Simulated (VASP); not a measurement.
# CsC (F-43m) in VASP: reference runs

Reference runs on CsC: the cell as given.

Program: VASP 6.6.1. These are calculated values, not measurements. Logs are shortened: lines on timing, memory, paths and dates and some standing lists are left out, and cuts for length are marked.

## 1. Starting point

The structure is cubic, space group F-43m (No. 216). The conventional cell has a = 6.220 Å, b = 6.220 Å, c = 6.220 Å, α = 90.00°, β = 90.00°, γ = 90.00°. Around Cs (site symmetry -43m) lie 4 C at 2.69 Å. C (site symmetry -43m) has 4 Cs at 2.69 Å as nearest neighbours.

The cell was built by a generator and needn't be a form met in nature.

## 2. Single point, PBE

INCAR

```
SYSTEM = CsC
ALGO = Normal
EDIFF = 1E-7
ENCUT = 520
GGA = PE
ISIF = 2
ISMEAR = -1
LASPH = .TRUE.
LCHARG = .FALSE.
LREAL = .FALSE.
LWAVE = .FALSE.
NBANDS = 14
NELM = 100
PREC = Accurate
SIGMA = 0.05
```

KPOINTS

```
k-points
0
G
  7 7 7
  0 0 0
```

POSCAR

```
CsC
1.0
    0.0000000000      3.1100544000      3.1100544000
    3.1100544000      0.0000000000      3.1100544000
    3.1100544000      3.1100544000      0.0000000000
Cs C
1 1
Direct
    0.0000000000      0.0000000000      0.0000000000
    0.2500000000      0.2500000000      0.2500000000
```

Potentials or basis: VASP PAW PBE potentials, release 64 (Cs_sv, C).

The run is started by

```console
$ cat potpaw_PBE.64/Cs_sv/POTCAR potpaw_PBE.64/C/POTCAR > POTCAR
$ mpirun -np 1 vasp_std > vasp.out
```

OUTCAR:

```text
SYSTEM = CsC
   EDIFF = 1E-7
   ENCUT = 520
   GGA = PE
   ISIF = 2
   ISMEAR = -1
   LASPH = .TRUE.
   LREAL = .FALSE.
   NELM = 100
   PREC = Accurate

 ion  position               nearest neighbor table
   1  0.000  0.000  0.000-
   2  0.250  0.250  0.250-

  LATTYP: Found a face centered cubic cell.
 ALAT       =     6.2201088000

  Lattice vectors:

 A1 = (   0.0000000000,   3.1100544000,   3.1100544000)
 A2 = (   3.1100544000,   0.0000000000,   3.1100544000)
 A3 = (   3.1100544000,   3.1100544000,   0.0000000000)

Analysis of symmetry for initial positions (statically):
=====================================================================
 Subroutine PRICEL returns:
 Original cell was already a primitive cell.

 Routine SETGRP: Setting up the symmetry group for a
 face centered cubic supercell.

 Subroutine GETGRP returns: Found 24 space group operations
 (whereof 24 operations were pure point group operations)
 out of a pool of 48 trial point group operations.

The static configuration has the point symmetry T_d .

Analysis of symmetry for dynamics (positions and initial velocities):
=====================================================================
 Subroutine PRICEL returns:
 Original cell was already a primitive cell.

 Routine SETGRP: Setting up the symmetry group for a
 face centered cubic supercell.

 Subroutine GETGRP returns: Found 24 space group operations
 (whereof 24 operations were pure point group operations)
 out of a pool of 48 trial point group operations.

The dynamic configuration has the point symmetry T_d .

 Subroutine INISYM returns: Found 24 space group operations
 (whereof 24 operations are pure point group operations),
 and found     1 'primitive' translations

----------------------------------------------------------------------------------------

                                     Primitive cell

  volume of cell :      60.1636

  direct lattice vectors                    reciprocal lattice vectors
     0.000000000  3.110054400  3.110054400    -0.160768892  0.160768892  0.160768892
     3.110054400  0.000000000  3.110054400     0.160768892 -0.160768892  0.160768892
     3.110054400  3.110054400  0.000000000     0.160768892  0.160768892 -0.160768892

  length of vectors
     4.398281112  4.398281112  4.398281112     0.278459889  0.278459889  0.278459889

  position of ions in fractional coordinates (direct lattice)
     0.000000000  0.000000000  0.000000000
     0.250000000  0.250000000  0.250000000

  ion indices of the primitive-cell ions
   primitive index   ion index
                 1           1
                 2           2

----------------------------------------------------------------------------------------

 KPOINTS: k-points

Automatic generation of k-mesh.
 Grid dimensions read from file:
 generate k-points for:    7    7    7

 Generating k-lattice:

  Cartesian coordinates                     Fractional coordinates (reciprocal lattice)
    -0.022966985  0.022966985  0.022966985     0.142857143  0.000000000  0.000000000
     0.022966985 -0.022966985  0.022966985     0.000000000  0.142857143  0.000000000
     0.022966985  0.022966985 -0.022966985     0.000000000  0.000000000  0.142857143

  Length of vectors
     0.039779984  0.039779984  0.039779984

  Shift w.r.t. Gamma in fractional coordinates (k-lattice)
     0.000000000  0.000000000  0.000000000

 Subroutine IBZKPT returns following result:
 ===========================================

 Found     20 irreducible k-points:

 Following reciprocal coordinates:
            Coordinates               Weight
  0.000000  0.000000  0.000000      1.000000
  0.142857  0.000000  0.000000      8.000000
  0.285714  0.000000  0.000000      8.000000
  0.428571  0.000000  0.000000      8.000000
  0.142857  0.142857  0.000000      6.000000
  0.285714  0.142857  0.000000     24.000000
[... 12 lines left out ...]
 -0.428571  0.428571  0.142857     24.000000
 -0.285714  0.428571  0.142857     24.000000
   k-points           NKPTS =     20   k-points in BZ     NKDIM =     20   number of bands    NBANDS=     14
   number of dos      NEDOS =    301   number of ions     NIONS =      2
   total plane-waves  NPLWV =  46656
   dimension x,y,z NGX =    36 NGY =   36 NGZ =   36
   dimension x,y,z NGXF=    72 NGYF=   72 NGZF=   72
   ions per type =               1   1
   NGX,Y,Z   is equivalent  to a cutoff of  13.61, 13.61, 13.61 a.u.
   NGXF,Y,Z  is equivalent  to a cutoff of  27.21, 27.21, 27.21 a.u.
 SYSTEM =  CsC
   PREC   = accura    normal or accurate (medium, high low for compatibility)
   ISTART =      0    job   : 0-new  1-cont  2-samecut
   ICHARG =      2    charge: 1-file 2-atom 10-const
   ISPIN  =      1    spin polarized calculation?
   LNONCOLLINEAR =      F non collinear calculations
   LSORBIT =      F    spin-orbit coupling
   LASPH  =      T    aspherical Exc in radial PAW
   ENCUT  =  520.0 eV  38.22 Ry    6.18 a.u.   8.18  8.18  8.18*2*pi/ulx,y,z
   NELM   =    100;   NELMIN=  2; NELMDL= -5     # of ELM steps
   EDIFF  = 0.1E-06   stopping-criterion for ELM
   LREAL  =      F    real-space projection
   EDIFFG = 0.1E-05   stopping-criterion for IOM
   NSW    =      0    number of steps for IOM
   IBRION =     -1    ionic relax: 0-MD 1-quasi-New 2-CG
   NFREE  =      0    steps in history (QN), initial steepest desc. (CG)
   ISIF   =      2    stress and relaxation
   ISYM   =      2    0-nonsym 1-usesym 2-fastsym
   POTIM  = 0.5000    time-step for ionic-motion
   TEBEG  =    0.0;   TEEND  =   0.0 temperature during run
   PSTRESS=    0.0 pullay stress
   NELECT =      13.0000    total number of electrons
   NUPDOWN=      -1.0000    fix difference up-down
   EMIN   =  10.00;   EMAX   =-10.00  energy-range for DOS
   EFERMI =   0.00;   METHOD = LEGACY
   ISMEAR =    -1;   SIGMA  =   0.05  broadening in eV -4-tet -1-fermi 0-gaus
   EFERMI_NEDOS =   21; number of points for ismear=-14 and -15
   IALGO  =     38    algorithm
   IMIX   =      4    mixing-type and parameters
     AMIX     =   0.40;   BMIX     =  1.00
     AMIX_MAG =   1.60;   BMIX_MAG =  1.00
  volume/ion in A,a.u.               =      30.08       203.00
  Fermi-wavevector in a.u.,A,eV,Ry     =   0.982376  1.856422 13.130487  0.965064
  Thomas-Fermi vector in A             =   2.113454
   LORBIT       =      0    0 simple, 1 ext, 2 COOP (PROOUT), +10 PAW based schemes
   GGA     = PE    functional components
   LHFCALC =     F    Hartree Fock is set to
   AEXX    =    0.0000 exact exchange contribution
   IVDW    =     0    specifies the selected vdW correction
   LEPSILON=     F    determine dielectric tensor
   LRPA    =     F    only Hartree local field effects (RPA)
 non-spin polarized calculation
  energy-cutoff  :      520.00
  volume of cell :       60.16
 maximum number of plane-waves:      1639
 NGX is ok and might be reduce to    36
   NGX = 17   NGY = 17   NGZ = 17

 number of electron      13.0000000 magnetization

 Free energy of the ion-electron system (eV)
  ---------------------------------------------------
  ext. energy  EPLUGINS =         0.00000000
  ---------------------------------------------------
  free energy    TOTEN  =        -3.80966888 eV

  energy without entropy =       -3.78325235  energy(sigma->0) =       -3.79646061

 E-fermi :   1.4041     XC(G=0):  -8.1950

 val. band max:        1.4006850244   @ k =  -0.4286   0.1429   0.0000
 cond. band min:       1.4481905416   @ k =   0.4286   0.1429   0.0000
 fundamental gap:      0.0475055172
 Fermi energy:         1.4040523766

 k-point     1 :       0.0000    0.0000    0.0000
  band No.  band energies     occupation
      1     -19.9561      2.00000
      2      -6.9035      2.00000
      3      -6.4075      2.00000
      4      -6.4075      2.00000
      5      -6.4075      2.00000
      6       0.7198      2.00000
      7       0.7198      2.00000
      8       0.7198      2.00000
      9       4.5502      0.00000
     10       8.1176      0.00000
     11       8.1176      0.00000
     12       9.6853      0.00000
     13       9.6853      0.00000
     14       9.6853      0.00000

 k-point     2 :       0.1429    0.0000    0.0000
  band No.  band energies     occupation
      1     -19.9266      2.00000
      2      -7.6857      2.00000
      3      -6.4520      2.00000
      4      -6.4520      2.00000
      5      -5.7380      2.00000
      6       0.7631      1.99999
      7       0.8358      1.99998
      8       0.8358      1.99998
      9       5.0905      0.00000
     10       7.7015      0.00000
     11       7.7015      0.00000
     12       9.2760      0.00000
     13      10.4259      0.00000
     14      10.4259      0.00000

 k-point     3 :       0.2857    0.0000    0.0000
  band No.  band energies     occupation
      1     -19.8590      2.00000
      2      -8.5096      2.00000
      3      -6.5478      2.00000
      4      -6.5478      2.00000
      5      -5.2263      2.00000
      6       1.0697      1.99751
      7       1.0697      1.99751
      8       1.1557      1.98616
      9       5.9808      0.00000
     10       7.5187      0.00000
     11       7.5187      0.00000
     12       8.7432      0.00000
     13      10.9677      0.00000
     14      10.9677      0.00000
[... 256 lines left out ...]
 k-point    19 :      -0.4286    0.4286    0.1429
  band No.  band energies     occupation
      1     -19.7500      2.00000
      2      -9.1307      2.00000
      3      -7.1211      2.00000
      4      -6.9544      2.00000
      5      -4.3066      2.00000
      6       0.6730      2.00000
      7       1.9130      0.00008
      8       2.1786      0.00000
      9       5.7570      0.00000
     10       6.3743      0.00000
     11       9.0704      0.00000
     12      10.3567      0.00000
     13      11.1188      0.00000
     14      12.0178      0.00000

 k-point    20 :      -0.2857    0.4286    0.1429
  band No.  band energies     occupation
      1     -19.7451      2.00000
      2      -9.1293      2.00000
      3      -7.2598      2.00000
      4      -6.9340      2.00000
      5      -4.2011      2.00000
      6       1.0791      1.99700
      7       1.6251      0.02378
      8       2.1366      0.00000
      9       5.6053      0.00000
     10       6.4465      0.00000
     11       8.5969      0.00000
     12      10.5152      0.00000
     13      11.4208      0.00000
     14      11.9227      0.00000

------------------------ aborting loop because EDIFF is reached ----------------------------------------

  FORCE on cell =-STRESS in cart. coord.  units (eV):
  Direction    XX          YY          ZZ          XY          YZ          ZX
  --------------------------------------------------------------------------------------
  -------------------------------------------------------------------------------------
  Total        1.6656345      1.6656345      1.6656345     -0.0000000     -0.0000000      0.0000000
  in kB       44.3564037     44.3564037     44.3564037     -0.0000000     -0.0000000      0.0000000
  external PRESSURE =      44.3564037 kB  Pullay stress =       0.0000000 kB

 VOLUME and BASIS-vectors are now :
 -----------------------------------------------------------------------------
  energy-cutoff  :      520.00
  volume of cell :       60.16
      direct lattice vectors                 reciprocal lattice vectors
     0.000000000  3.110054400  3.110054400    -0.160768892  0.160768892  0.160768892
     3.110054400  0.000000000  3.110054400     0.160768892 -0.160768892  0.160768892
     3.110054400  3.110054400  0.000000000     0.160768892  0.160768892 -0.160768892

 POSITION                                       TOTAL-FORCE (eV/Angst)
 -----------------------------------------------------------------------------------
      0.00000      0.00000      0.00000        -0.000000     -0.000000      0.000000
      1.55503      1.55503      1.55503         0.000000      0.000000     -0.000000
 -----------------------------------------------------------------------------------
    total drift:                               -0.000000     -0.000000     -0.000000

  FREE ENERGIE OF THE ION-ELECTRON SYSTEM (eV)
  ---------------------------------------------------
  free  energy   TOTEN  =        -3.8096688774 eV

  energy  without entropy=       -3.7832523517  energy(sigma->0) =       -3.79646061
```

It took 18 s on 1 thread of Intel Xeon Platinum 8488C (Sapphire Rapids), shared host; peak memory 0.2 GiB.

Results:

```
Free energy            : -3.8097 eV
Pressure               : 4.4 GPa
Band gap on the k mesh : none (metal or under the smearing width)
```
